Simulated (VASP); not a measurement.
OSZICAR of a VASP run on Be3HgTe4 (ordered alloy cell):

OSZICAR:
```
       N       E                     dE             d eps       ncg     rms          rms(c)
DAV:   1     0.189253305777E+03    0.18925E+03   -0.14565E+04   520   0.109E+03
DAV:   2    -0.126952267502E+02   -0.20195E+03   -0.19809E+03   614   0.223E+02
DAV:   3    -0.263482299467E+02   -0.13653E+02   -0.13598E+02   678   0.639E+01
DAV:   4    -0.266050863581E+02   -0.25686E+00   -0.25659E+00   720   0.839E+00
DAV:   5    -0.266083532896E+02   -0.32669E-02   -0.32660E-02   688   0.975E-01    0.999E+00
DAV:   6    -0.260301169754E+02    0.57824E+00   -0.13085E+00   618   0.136E+01    0.742E+00
DAV:   7    -0.259809631725E+02    0.49154E-01   -0.93335E-01   652   0.523E+00    0.322E+00
DAV:   8    -0.259797936985E+02    0.11695E-02   -0.17098E-01   586   0.400E+00    0.112E+00
DAV:   9    -0.259804494379E+02   -0.65574E-03   -0.20798E-02   586   0.162E+00    0.403E-01
DAV:  10    -0.259807749246E+02   -0.32549E-03   -0.24382E-03   606   0.348E-01    0.209E-01
DAV:  11    -0.259806430972E+02    0.13183E-03   -0.16340E-03   630   0.335E-01    0.459E-02
DAV:  12    -0.259807081592E+02   -0.65062E-04   -0.37502E-04   602   0.117E-01    0.491E-02
DAV:  13    -0.259807071793E+02    0.97989E-06   -0.15932E-05   676   0.324E-02    0.301E-02
DAV:  14    -0.259807046351E+02    0.25442E-05   -0.84968E-05   584   0.781E-02    0.347E-02
DAV:  15    -0.259807040932E+02    0.54187E-06   -0.12309E-05   568   0.276E-02    0.182E-02
DAV:  16    -0.259807039779E+02    0.11529E-06   -0.15440E-06   384   0.833E-03
   1 F= -.25980704E+02 E0= -.25980704E+02  d E =-.139406E-13
```

Task: Which electronic solver shows in the log?

Result: It is blocked Davidson (ALGO = Normal, or the opening steps of other solvers). The INCAR had ALGO = Normal.

Task: Can the final energy be trusted as converged?

Result: Self-consistency was reached. It stopped with EDIFF = 1E-6, NELM = 100 (PBE GGA, plane waves, VASP's PBE PAW potentials (set 64)).

The structure was generated: Be3HgTe4 was put into an ordered model structure (P-43m), which need not be its known phase. It was relaxed first.
